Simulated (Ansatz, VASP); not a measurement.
# Cross-check of Au (Gold) between VASP and Ansatz

Wanted: the spread between two codes on one cell, functional and k mesh.

Calculated with Ansatz 0.2.0; plane waves, with VASP 6.6.1 beside it; relaxation of cell and atoms at PBEsol.

The database entry behind the starting cell differs from later determinations by our own check (0.1 to 0.3 % short, probably kX units), so it need not match the best structure at ambient conditions.

## 1. The structure

Symmetry: Fm-3m, No. 225, cubic system. Conventional cell: a = 4.070 Å, b = 4.070 Å, c = 4.070 Å, α = 90.00°, β = 90.00°, γ = 90.00°. Nearest to Au lie 12 Au at 2.88 Å.

## 2. VASP: relaxation of cell and atoms, PBEsol

The relaxed volume is the usual yardstick between codes: its relative difference is about their pressure difference at one cell divided by the bulk modulus.

Lines of VASP's logs that name or quote its potential files are left out, and so is its time.

INCAR

```
SYSTEM = Au
PREC = Accurate
ENCUT = 400
EDIFF = 1E-07
NELM = 100
ISMEAR = 0
SIGMA = 0.05
LREAL = .FALSE.
ALGO = Normal
GGA = PS
NBANDS = 11
LORBIT = 11
LWAVE = .FALSE.
LCHARG = .FALSE.
KPAR = 16
IBRION = 2
NSW = 50
ISIF = 3
EDIFFG = -0.003
```

POSCAR

```
Au
1.0
    0.0000000000      2.0350000000      2.0350000000
    2.0350000000      0.0000000000      2.0350000000
    2.0350000000      2.0350000000      0.0000000000
Au
1
Direct
    0.0000000000      0.0000000000      0.0000000000
```

KPOINTS

```
Automatic mesh
0
Gamma
14 14 14
0 0 0
```

Potentials, in the order of the species: Au (PBE family, release 64).

The run is started by

```bash
$ mpirun -np 16 vasp_std
```

Numbers of over 12 decimals in the logs are rounded to 6 here.

Log:

```text
[banner, memory and clock lines left out]
running   16 mpi-ranks, on    1 nodes
 distrk:  each k-point on    1 cores,   16 groups
 distr:  one band on    1 cores,    1 groups

 POSCAR found type information on POSCAR Au
 POSCAR found :  1 types and       1 ions
|                                                                             |
|           W    W    AA    RRRRR   N    N  II  N    N   GGGG   !!!           |
|           W    W   A  A   R    R  NN   N  II  NN   N  G    G  !!!           |
|           W    W  A    A  R    R  N N  N  II  N N  N  G       !!!           |
|           W WW W  AAAAAA  RRRRR   N  N N  II  N  N N  G  GGG   !            |
|           WW  WW  A    A  R   R   N   NN  II  N   NN  G    G                |
|           W    W  A    A  R    R  N    N  II  N    N   GGGG   !!!           |
|                                                                             |
|     For optimal performance we recommend to set                             |
|       NCORE = 2 up to number-of-cores-per-socket                            |
|     NCORE specifies how many cores store one orbital (NPAR=cpu/NCORE).      |
|     This setting can greatly improve the performance of VASP for DFT.       |
|     The default, NCORE=1 might be grossly inefficient on modern             |
|     multi-core architectures or massively parallel machines. Do your        |
|     Unfortunately you need to use the default for GW and RPA                |
|     calculations (for HF NCORE is supported but not extensively tested      |
|     yet).                                                                   |
|                                                                             |

|                                                                             |
|               ----> ADVICE to this user running VASP <----                  |
|                                                                             |
|     You enforced a specific xc type in the INCAR file but a different       |
|     [... a line on the potential file left out ...]
|     I HOPE YOU KNOW WHAT YOU ARE DOING!                                     |
|                                                                             |

 LDA part: xc-table for (Slater+PW92), standard interpolation
 POSCAR, INCAR and KPOINTS ok, starting setup
 FFT: planning ... GRIDC
 FFT: planning ... GRID_SOFT
 FFT: planning ... GRID
 WAVECAR not read
 entering main loop
       N       E                     dE             d eps       ncg     rms          rms(c)
DAV:   1     0.356323166590E+02    0.35632E+02   -0.48597E+03  2568   0.708E+02
DAV:   2    -0.383135313696E+01   -0.39464E+02   -0.37264E+02  2624   0.166E+02
DAV:   3    -0.425757388069E+01   -0.42622E+00   -0.42602E+00  2594   0.163E+01
DAV:   4    -0.425892801053E+01   -0.13541E-02   -0.13541E-02  2585   0.108E+00
DAV:   5    -0.425893783868E+01   -0.98281E-05   -0.98281E-05  2633   0.875E-02    0.994E+00
DAV:   6    -0.394829804996E+01    0.31064E+00   -0.88211E-01  2435   0.795E+00    0.611E+00
DAV:   7    -0.392422296199E+01    0.24075E-01   -0.83332E-02  2603   0.241E+00    0.287E+00
DAV:   8    -0.392118943372E+01    0.30335E-02   -0.18741E-03  2453   0.422E-01    0.296E-01
DAV:   9    -0.392117864781E+01    0.10786E-04   -0.84274E-06  2576   0.271E-02    0.142E-02
DAV:  10    -0.392118198235E+01   -0.33345E-05   -0.10708E-06  2543   0.869E-03    0.108E-03
DAV:  11    -0.392118205633E+01   -0.73976E-07   -0.44886E-08  1585   0.186E-03
   1 F= -.39211821E+01 E0= -.39211284E+01  d E =-.392118E+01
 curvature:   0.00 expect dE= 0.000E+00 dE for cont linesearch  0.000E+00
 trial: gam= 0.00000 g(F)=  0.352E-63 g(S)=  0.339E-02 ort = 0.000E+00 (trialstep = 0.100E+01)
 search vector abs. value=  0.339E-02
 bond charge predicted
       N       E                     dE             d eps       ncg     rms          rms(c)
DAV:   1    -0.397937156451E+01   -0.58190E-01   -0.11106E+00  2390   0.103E+01    0.146E+00
DAV:   2    -0.392254428836E+01    0.56827E-01   -0.17071E-01  2357   0.345E+00    0.652E-01
DAV:   3    -0.391993765073E+01    0.26066E-02   -0.10782E-02  2555   0.844E-01    0.471E-01
DAV:   4    -0.391989958801E+01    0.38063E-04   -0.36401E-04  2417   0.132E-01    0.246E-02
DAV:   5    -0.391990203679E+01   -0.24488E-05   -0.10842E-05  2693   0.231E-02    0.227E-03
DAV:   6    -0.391990224984E+01   -0.21305E-06   -0.43458E-07  2495   0.474E-03    0.411E-04
DAV:   7    -0.391990223438E+01    0.15462E-07   -0.78028E-09  1372   0.802E-04
   2 F= -.39199022E+01 E0= -.39198521E+01  d E =0.127982E-02
 trial-energy change:    0.001280  1 .order    0.001214   -0.003390    0.005818
 step:   0.3583(harm=  0.3682)  dis= 0.00000  next Energy=    -3.921786 (dE=-0.604E-03)
 bond charge predicted
       N       E                     dE             d eps       ncg     rms          rms(c)
DAV:   1    -0.394637700369E+01   -0.26475E-01   -0.45635E-01  2390   0.657E+00    0.932E-01
DAV:   2    -0.392280631049E+01    0.23571E-01   -0.71068E-02  2345   0.222E+00    0.367E-01
DAV:   3    -0.392176706202E+01    0.10392E-02   -0.44356E-03  2564   0.539E-01    0.265E-01
DAV:   4    -0.392178228558E+01   -0.15224E-04   -0.18720E-04  2396   0.926E-02    0.214E-02
DAV:   5    -0.392178095636E+01    0.13292E-05   -0.26873E-06  2537   0.154E-02    0.208E-03
DAV:   6    -0.392178189040E+01   -0.93404E-06   -0.12620E-07  2483   0.216E-03    0.392E-04
DAV:   7    -0.392178197353E+01   -0.83130E-07   -0.34558E-09  1279   0.441E-04
   3 F= -.39217820E+01 E0= -.39217297E+01  d E =-.599917E-03
 curvature:  -0.18 expect dE=-0.772E-09 dE for cont linesearch -0.772E-09
 trial: gam=-0.00111 g(F)=  0.147E-63 g(S)=  0.419E-08 ort = 0.377E-05 (trialstep = 0.872E+00)
 search vector abs. value=  0.100E-09
 reached required accuracy - stopping structural energy minimisation
```

OUTCAR, selected parts (step 2):

```text
ion  position               nearest neighbor table
   1  0.000  0.000  0.000-

  LATTYP: Found a face centered cubic cell.
 ALAT       =     4.0700000000

 Subroutine GETGRP returns: Found 48 space group operations
 (whereof 48 operations were pure point group operations)

The static configuration has the point symmetry O_h .

 Found    104 irreducible k-points:

   k-points           NKPTS =    104   k-points in BZ     NKDIM =    104   number of bands    NBANDS=     11

   dimension x,y,z NGX =    20 NGY =   20 NGZ =   20
   dimension x,y,z NGXF=    40 NGYF=   40 NGZF=   40

   ENCUT  =  400.0 eV  29.40 Ry    5.42 a.u.   4.69  4.69  4.69*2*pi/ulx,y,z

   NELECT =      11.0000    total number of electrons

 k-points in reciprocal lattice and weights: Automatic mesh
   0.00000000  0.00000000  0.00000000       0.000
   0.07142857  0.00000000  0.00000000       0.003
   0.14285714  0.00000000  0.00000000       0.003
   0.21428571  0.00000000  0.00000000       0.003
   0.28571429  0.00000000  0.00000000       0.003
   0.35714286  0.00000000  0.00000000       0.003
   0.42857143  0.00000000  0.00000000       0.003
   0.50000000  0.00000000  0.00000000       0.001
   0.07142857  0.07142857  0.00000000       0.002
[...]
-0.28571429  0.42857143  0.21428571       0.009
  -0.28571429  0.50000000  0.21428571       0.004

 average (electrostatic) potential at core
       1 -64.0397

 E-fermi :   9.2698

 k-point     1 :       0.0000    0.0000    0.0000
  band No.  band energies     occupation
    ...
      2       4.6327      2.00000
      3       4.6327      2.00000
      4       4.6327      2.00000
      5       6.1736      2.00000
      6       6.1736      2.00000
      7      23.8251      0.00000
      8      27.8387      0.00000
      9      27.8387      0.00000
     10      27.8387      0.00000
     11      32.7152      0.00000

 k-point     2 :       0.0714    0.0000    0.0000
  band No.  band energies     occupation
    ...
      2       4.5741      2.00000
      3       4.6939      2.00000
      4       4.6939      2.00000
      5       6.1461      2.00000
      6       6.1461      2.00000
      7      24.0339      0.00000
      8      26.7346      0.00000
      9      28.0518      0.00000
     10      28.0518      0.00000
     11      33.5431      0.00000

 k-point     3 :       0.1429    0.0000    0.0000
  band No.  band energies     occupation
    ...
      2       4.4441      2.00000
      3       4.8358      2.00000
      4       4.8358      2.00000
      5       6.1105      2.00000
      6       6.1105      2.00000
      7      24.1460      0.00000
      8      24.9640      0.00000
      9      28.6252      0.00000
     10      28.6252      0.00000
     11      32.2737      0.00000

  Total        0.0001702      0.0001702      0.0001702      0.0000000      0.0000000      0.0000000
  in kB        0.0160545      0.0160545      0.0160545      0.0000000      0.0000000      0.0000000
  external PRESSURE =       0.0160545 kB  Pullay stress =       0.0000000 kB

  energy-cutoff  :      400.00
  volume of cell :       16.99
      direct lattice vectors                 reciprocal lattice vectors
     0.000000000  2.040383772  2.040383772    -0.245051939  0.245051939  0.245051939
     2.040383772  0.000000000  2.040383772     0.245051939 -0.245051939  0.245051939
     2.040383772  2.040383772  0.000000000     0.245051939  0.245051939 -0.245051939

 POSITION                                       TOTAL-FORCE (eV/Angst)
 -----------------------------------------------------------------------------------
      0.00000      0.00000      0.00000         0.000000     -0.000000     -0.000000
 -----------------------------------------------------------------------------------
    total drift:                                0.000000     -0.000000      0.000000

  FREE ENERGIE OF THE ION-ELECTRON SYSTEM (eV)
  ---------------------------------------------------
  free  energy   TOTEN  =        -3.9217819735 eV

  energy  without entropy=       -3.9216773970  energy(sigma->0) =       -3.92172969

 reached required accuracy - stopping structural energy minimisation

 total charge
# of ion       s       p       d       tot
------------------------------------------
    1        0.536   0.361   8.749   9.647

[... 3 further parts left out ...]
```

## 3. Ansatz: relaxation of cell and atoms, PBEsol

Ansatz runs on its default PAW (the set named soft_2) files.

The same cell, functional, mesh and smearing now go to Ansatz, which takes its cutoff from its data sets.

input.yaml

```yaml
crystal:
  lattice:
    - [0.0, 2.035, 2.035]
    - [2.035, 0.0, 2.035]
    - [2.035, 2.035, 0.0]
  atoms:
    - { symbol: Au, position: [0.0, 0.0, 0.0] }
hamiltonian:
  xc: pbesol
  pseudopotentials: { kind: paw }
kpoints:
  mp_grid: { grid: [14, 14, 14] }
scf:
  occupations: { method: gaussian, width: 0.05 }
relax:
  f_tol: 0.01
  max_steps: 60
  cell: { stress_tol: 0.05 }
output:
  forces: true
  stress: true
```

The run is started by

```bash
$ ansatz run input.yaml --threads 4 --pin off --max-ram 9216MiB --backend cpu --events-out ev --progress --plain --runs-dir out
```

Log:

```text
Engine: ansatz 0.2.0, x86_64-unknown-linux-gnu
Pseudopotentials: kind: paw
Pseudopotential: Au, paw, valence charge 19, recommended cutoff 420 eV (normal), Au.paw.azcp
Functional definition: PBEsol
  exchange = pbesol_x
  correlation = pbesol_c
Crystal: 1 atoms, lattice volume = 16.855 Å³
Basis set: ecut = 420 eV, 331 PW (Γ), exchange–correlation on 40×40×40 points (8 copies of the dense FFT grid, shifted against one another)
Bands: 14, of which v1, the nominal top of the filled ones, is band 10 counted from 1 (9 counted from 0)
Symmetry: 48 space group operations
Space group: Fm-3m (ITA 225), of the structure as read, at distance tolerance 2.6e-5 Å
k-points: 104 of 2744
Non-local potential: Au, projectors of the file, l = 0: 3, l = 1: 2, l = 2: 2, l = 3: 1
PAW form: soft (Blöchl's): semilocal exchange-correlation on the pseudo side does not see the compensation charge
PAW frozen core: Au, regenerated for the run's functional, and the local potential with it (the file was generated under x = pbe(κ = 0.804, μ = 0.219515), c = pbe(β = 0.066725))
PAW one-centre angular grid: Au, 590 points (default); XC on 64 Gauss nodes
Initial density: superposition of atomic densities (neutral atoms: chi_scale 0, normalization atom), corrected by the library's trained network
Initial wavefunctions: pseudopotential atomic-orbital guess
Functional: x = pbesol(κ = 0.804, μ = 0.123457), c = pbesol(β = 0.046)
SCF iter   1: F=—  HF=-13007.098374 eV  |F-HF|=—  |Δ(HF+E_count)|=         —  Δρ=6.20e-3  dr2=5.95e-3  ethr=1.77e-3  ⟨swp⟩=4.8  Hψ=7409  notcnv=0
preconditioner: auto → none  [insulator: Δε(μ)=0.139 eV  Ē_g=16.074 eV  σ=0.050 eV  W_gap=0.95  n_scr=8 (ndim 8)  ℏωp=30.0 eV  f_vac=0.000  D(μ)=0.10/eV (n_scr^D=0)  ε∞_Penn≈4.5]
SCF iter   2: F=—  HF=-13007.096791 eV  |F-HF|=—  |Δ(HF+E_count)|=   1.58e-3  Δρ=2.06e-3  dr2=3.36e-4  ethr=3.13e-5  ⟨swp⟩=2.3  Hψ=3129  notcnv=0  defer=32
SCF iter   3: F=—  HF=-13007.096691 eV  |F-HF|=—  |Δ(HF+E_count)|=   9.93e-5  Δρ=8.50e-4  dr2=2.88e-5  ethr=1.77e-6  ⟨swp⟩=2.4  Hψ=2185  notcnv=0  defer=32
SCF iter   4: F=—  HF=-13007.096689 eV  |F-HF|=—  |Δ(HF+E_count)|=   2.57e-6  Δρ=7.43e-5  dr2=1.42e-7  ethr=1.52e-7  ⟨swp⟩=3.0  Hψ=2254  notcnv=0  defer=32
iter 5 did not close the SCF: its close was put off for the readings that it lacked (scf_convergence_deferred on its scf_iter line)
SCF iter   5: F=-13007.096689 eV  HF=-13007.096689 eV  |F-HF|=1.25e-9  |Δ(HF+E_count)|=   3.16e-7  Δρ=8.46e-6  dr2=2.27e-9  ethr=7.49e-10  ⟨swp⟩=2.4  Hψ=1904  notcnv=0  defer=32
SCF iter   6: F=-13007.096689 eV  HF=-13007.096689 eV  |F-HF|=1.09e-11  |Δ(HF+E_count)|=   1.68e-9  Δρ=9.45e-7  dr2=1.88e-11  ethr=1.20e-11  ⟨swp⟩=1.3  Hψ=4273  notcnv=0
SCF 1 converged in 6 iterations: F = -13007.096689 eV  dr2 = 1.88e-11
  greatest PAW one-centre occupation: 1.001 electrons in one spin orbital (limit 2), on the Au atom at site 0 (counted from 0), in its partial waves of l = 0
relax step   1: F+E_penalty+E_count = -13007.09668894 eV  Δ(F+E_penalty+E_count) = +0.000e0 eV  max|allowed force component| = 0.000e0 eV/Å  Δτ_max = 0.0000 Å  P = +1.724 GPa  Ω = 16.855 Å³  (6 SCF iters, dr2 threshold 1.00e-7 eV, accepted)
[...]
relax step   2: F+E_penalty+E_count = -13007.09457540 eV  Δ(F+E_penalty+E_count) = +2.114e-3 eV  max|allowed force component| = 0.000e0 eV/Å  Δτ_max = 0.0000 Å  P = -2.951 GPa  Ω = 17.318 Å³  energy of the carried Pulay correction = -1.341e-4 eV  (5 SCF iters, dr2 threshold 1.00e-7 eV, rejected (line search))
[...]
relax step   3: F+E_penalty+E_count = -13007.09749489 eV  Δ(F+E_penalty+E_count) = -8.059e-4 eV  max|allowed force component| = 0.000e0 eV/Å  Δτ_max = 0.0000 Å  P = -0.071 GPa  Ω = 17.023 Å³  energy of the carried Pulay correction = -4.905e-5 eV  (7 SCF iters, accepted)
[...]
relax step   4: F+E_penalty+E_count = -13007.09749841 eV  Δ(F+E_penalty+E_count) = -3.521e-6 eV  max|allowed force component| = 0.000e0 eV/Å  Δτ_max = 0.0000 Å  P = +0.001 GPa  Ω = 17.016 Å³  energy of the carried Pulay correction = -4.704e-5 eV  (2 SCF iters, dr2 threshold 1.25e-8 eV, accepted)
[...]
relax step   5: F+E_penalty+E_count = -13007.09754157 eV  Δ(F+E_penalty+E_count) = -4.316e-5 eV  max|allowed force component| = 0.000e0 eV/Å  Δτ_max = 0.0000 Å  P = -0.001 GPa  Ω = 17.016 Å³  stress off target by 1.42e-3 GPa  SCF on the basis re-selected at this cell (its energy is not comparable with the rows above)  (4 SCF iters)
basis re-selected at this cell: Δ(F+E_penalty+E_count) = -4.316e-5 eV, ΔP = -0.002 GPa vs the last step (what re-selecting the basis moved, of the pressure what is left beyond the Pulay correction that the steps carried, after the strain that the cell walked since its last selection, with what the two solves' SCF thresholds leave and, on support functions, any second-order correction that the steps lacked; it is no measure of the basis error at this ecutwfc). This SCF's stress stands 1.42e-3 GPa from its target on what of the cell is left free (relax.cell.stress_tol is 5.00e-2 GPa) and its largest allowed force component is 0.00e0 eV/Å (relax.f_tol is 1.00e-2 eV/Å): [rest of the remark cut]
SCF converged after 4 iterations
Free energy (F): -13007.097542 eV
Harris-Foulkes:  -13007.097542 eV  (|F-HF|=1.09e-11)
Internal energy: -13007.097434 eV  (E = F + TS)
E sigma→0 (E₀):  -13007.097488 eV
Entropy (-TS):   -0.000107 eV (-0.107 meV/atom)
Fermi energy:    20.438005 eV
--- Per-component energies (eV) ---
  E_band       = -209.659109
  E_kinetic    = 604.657975
  E_local      = -1703.667356  (includes V_loc(G=0)·N_el)
  E_nonlocal   = 77.638612
  E_hartree    = 724.963629
  E_xc         = -226.614073
  E_vxc        = -274.651417  (∫ρ·V_xc dr)
  E_paw        = -9565.709660  (= ΣΔE_a)
  E_vpaw       = -363.565636  (= ΣTr[D̂ρ^β])
  E_aug_tail   = 0.001433  (compensation charges beyond the density's cutoff)
  E_ewald      = -2918.677473
  E_core_change = 0.309479  (= ΣΔE_core)
  E_smearing   = -0.000107  (= −TS)
  E_closure    = 0.000000  (closes the sum)
  Σ components = -13007.097542   (vs F -13007.097542, Δ=0.00e0)
--- Forces (eV/Å), atoms counted from 1 ---
  atom   1  Au    -0.00000000     0.00000000     0.00000000
  max |Σ_I F_I| component: 1.44e-32 eV/Å
--- Stress (GPa, compression-positive) ---
       -0.001418      -0.000000      -0.000000
       -0.000000      -0.001418      -0.000000
       -0.000000      -0.000000      -0.001418
  P = ⅓ Tr σ = -0.0014 GPa (-0.014 kbar)
--- Relaxed structure (4 steps of the walk, 3 accepted, 1 SCFs on fresh bases) ---
  F+E_penalty+E_count = -13007.09754157 eV   max|allowed force component| = 0.000e0 eV/Å   (the final SCF, on the basis selected at the relaxed cell)
  cell:  # Å, volume = 17.0156 Å³
    - [0, 2.041452, 2.041452]
    - [2.041452, 0, 2.041452]
    - [2.041452, 2.041452, 0]
  atoms:
    - { symbol: Au, position: [0.0, 0.0, 0.0] }
```

Wall time 1.5 s (4 threads of Intel Xeon Platinum 8375C at 2.90GHz (Ice Lake), shared host); peak memory 0.55 GiB.

## 4. Comparison

Known differences besides the potentials themselves: both relaxations stop at a tolerance, which leaves soft axes loose, and VASP keeps its plane-wave basis; the data sets hold 19 valence electrons in Ansatz (default PAW (the set named soft_2) files) and 11 in VASP; the cutoff is 420 eV in Ansatz and 400 eV in VASP; Ansatz makes its cores anew for this functional, VASP keeps those of its PBE data sets; VASP leaves aspherical gradient terms in its spheres out (LASPH is not set), Ansatz keeps them; Ansatz adds a Pulay correction to the stress that steers its cell, VASP none. Total energies have different zeros and are not compared.

Compared:

```tsv
quantity	Ansatz	VASP	difference
volume (Å³)	17.02	16.99	+0.16 %
edge a after relaxation, in the typed setting (Å)	2.887	2.885	+0.05 %
```

The walks stopped with 0.00 GPa left in Ansatz and 0.00 GPa in VASP; each walk ends within a tolerance, so the volume difference is uncertain by about these residues over the bulk modulus, most in soft cells.

## 5. Results

| Property | Result |
| --- | --- |
| difference in volume (relaxation of cell and atoms, PBEsol) | 0.16 % |

What this shows: The difference in volume is 0.16 % (relaxation of cell and atoms, PBEsol), within the 1.2 % picked in this series as the mark of a large difference, as far as the stopping tolerances let one tell. Such differences can come from data sets, numerical settings and the points named under the comparisons, not from the functional's error against experiment.

[Lines on the potential files, build, host, timing and source positions are cut from VASP's logs without a mark.]

[Logs are printed without paths, hosts, clocks, repeated set-up lines and the standing remarks that a program may print on its own settings, such as how far it seeks lower states.]

[Hosts, paths, dates, database ids (printed as entryN), source tags and the programs' standing remarks are cut or masked in the printed files.]
